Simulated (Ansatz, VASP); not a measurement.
# HfTi2B6: VASP beside Ansatz

Contents of INCAR:

```
SYSTEM = HfTi2B6
ALGO     = Normal         ! electronic algorithm
EDIFF    = 1E-6           ! SCF threshold, eV
EDIFFG   = -0.04          ! ionic threshold
ENCUT    = 600            ! plane-wave cutoff, eV
GGA      = PE             ! functional
IBRION   = 2              ! ionic algorithm
ISIF     = 3              ! what is computed and relaxed
ISMEAR   = 0              ! smearing method
LASPH    = .True.         ! aspherical terms in the spheres
LCHARG   = .False.        ! write CHGCAR
LREAL    = .False.        ! projectors in reciprocal space
LWAVE    = .False.        ! write WAVECAR
NELM     = 100            ! most SCF steps
NSW      = 90             ! ionic steps
PREC     = Accurate       ! precision mode
SIGMA    = 0.1            ! smearing width, eV
```

The input KPOINTS:

```
k-points
0
Gamma
  4 4 4
  0 0 0
```

File POSCAR:

```
HfTi2B6
1.0
    0.0000000000      3.6566798200      3.6566798200
    3.6566798200      0.0000000000      3.6566798200
    3.6566798200      3.6566798200      0.0000000000
Hf Ti B
1 2 6
Direct
    0.5000000000      0.5000000000      0.5000000000
    0.7500000000      0.7500000000      0.7500000000
    0.2500000000      0.2500000000      0.2500000000
    0.0000000000      0.0000000000      0.5000000000
    0.5000000000      0.5000000000      0.0000000000
    0.0000000000      0.5000000000      0.0000000000
    0.5000000000      0.0000000000      0.0000000000
    0.5000000000      0.0000000000      0.5000000000
    0.0000000000      0.5000000000      0.5000000000
```

Input for Ansatz:

```yaml
crystal:
  lattice:
    - [0.0, 3.65667982, 3.65667982]
    - [3.65667982, 0.0, 3.65667982]
    - [3.65667982, 3.65667982, 0.0]
  atoms:
    - { symbol: Hf, position: [0.5, 0.5, 0.5] }
    - { symbol: Ti, position: [0.75, 0.75, 0.75] }
    - { symbol: Ti, position: [0.25, 0.25, 0.25] }
    - { symbol: B, position: [0.0, 0.0, 0.5] }
    - { symbol: B, position: [0.5, 0.5, 0.0] }
    - { symbol: B, position: [0.0, 0.5, 0.0] }
    - { symbol: B, position: [0.5, 0.0, 0.0] }
    - { symbol: B, position: [0.5, 0.0, 0.5] }
    - { symbol: B, position: [0.0, 0.5, 0.5] }
basis:
  ecutwfc: 420
kpoints:
  mp_grid: { grid: [4, 4, 4] }
hamiltonian:
  xc: pbe
scf:
  occupations: { method: gaussian, width: 0.1 }
  lower_state_search: "off"
output:
  forces: true
  stress: true
  eigenvalues: true
relax:
  adjacent_minimum: "off"
  f_tol: 0.04
  max_steps: 70
  cell: { stress_tol: 0.4 }
```

Change from the starting cell: species swapped into the NaW2O6 type (Fm-3m, No. 225).

Alike in both runs: task relaxation of cell and atoms; functional PBE; k mesh 4 × 4 × 4; occupations gaussian, width 0.1 eV; no spin polarisation.

|  | VASP | Ansatz |
| --- | --- | --- |
| version | VASP 6.6.1 | Ansatz 0.2.0 |
| potentials or method | VASP PAW PBE potentials, release 64 (Hf_pv, Ti_sv, B) | scalar-relativistic, plane waves, PAW |
| plane-wave cutoff (eV) | 600 | 420 |
| valence electrons in the cell | 52 | 68 |

|  | VASP | Ansatz | Ansatz less VASP |
| --- | --- | --- | --- |
| gap on the k mesh at the Fermi level, each at its own relaxed structure (eV) | none | none | - |
| relaxed volume (Å³/atom) | 14.91 | 14.94 | +0.037 |
| relaxed cell length with the largest relative difference (Å) | 5.746 | 5.751 | +0.0047 |
| energy change over the relaxation (meV/atom) | -478 | -495 | -16.8 |

A gap of «none» marks a metal or a gap that the smearing closes. The two sets of potentials don't hold the same shells in valence.

Caveats: the k mesh is coarse (spacing up to 0.37 Å⁻¹), so the values aren't converged; the volume moved by over 15 % at a fixed basis, so the end points are rough (VASP). Spin-orbit coupling is left out, which matters for the levels of Hf.
